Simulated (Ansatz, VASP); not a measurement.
HfGe: VASP beside Ansatz

Contents of INCAR:

```
SYSTEM = HfGe
ALGO = Normal
EDIFF = 1E-7
ENCUT = 520
GGA = PE
ISIF = 2
ISMEAR = -1
LASPH = .TRUE.
LCHARG = .FALSE.
LREAL = .FALSE.
LWAVE = .FALSE.
NELM = 100
PREC = Accurate
SIGMA = 0.05
```

File KPOINTS:

```
k-points
0
G
  8 8 7
  0 0 0
```

POSCAR

```
HfGe
1.0
    3.1874693400      0.0000000000      0.0000000000
    0.0000000000      3.1874693400      0.0000000000
    0.0000000000      0.0000000000      4.1084277000
Hf Ge
1 1
Direct
    0.5000000000      0.5000000000      0.0000000000
    0.0000000000      0.0000000000      0.0000000000
```

File input.yaml:

```yaml
crystal:
  lattice:
    - [3.18746934, 0.0, 0.0]
    - [0.0, 3.18746934, 0.0]
    - [0.0, 0.0, 4.1084277]
  atoms:
    - { symbol: Hf, position: [0.5, 0.5, 0.0] }
    - { symbol: Ge, position: [0.0, 0.0, 0.0] }
hamiltonian:
  xc: pbe
  pseudopotentials: { kind: paw }
kpoints:
  mp_grid: { grid: [8, 8, 7] }
scf:
  occupations: { method: fermi_dirac, width: 0.05 }
output:
  forces: true
  stress: true
  eigenvalues: true
  write_density: true
  write_potential: true
  elf: true
  volumetric_format: npy
```

Change from the starting cell: strain = -0.01.

Alike in both runs: task single point; functional PBE; k mesh 8 × 8 × 7; occupations fermi-dirac, width 0.05 eV; no spin polarisation.

```csv
,VASP,Ansatz
version,VASP 6.6.1,Ansatz 0.2.0
potentials or method,"VASP PAW PBE potentials, release 64 (Hf_pv, Ge_d)",Ansatz PAW
plane-wave cutoff (eV),520,420
valence electrons in the cell,24,40
```

Ansatz gave:

```
gap on the k mesh at the Fermi level (eV)       : none
pressure (GPa)                                  : 68.1
largest component of the traceless stress (GPa) : 70.11
```

Estimate VASP's values.

gap on the k mesh at the Fermi level (eV): none; pressure (GPa): 68.3; largest component of the traceless stress (GPa): 70.22.

A gap of «none» marks a metal or a gap that the smearing closes. The functional is the same, so the differences come from potentials, cutoffs and numerics. The two sets of potentials don't hold the same shells in valence.

Caveats: the cell as given lies far from equilibrium. The runs have no spin-orbit coupling, so splittings on Hf are missing.
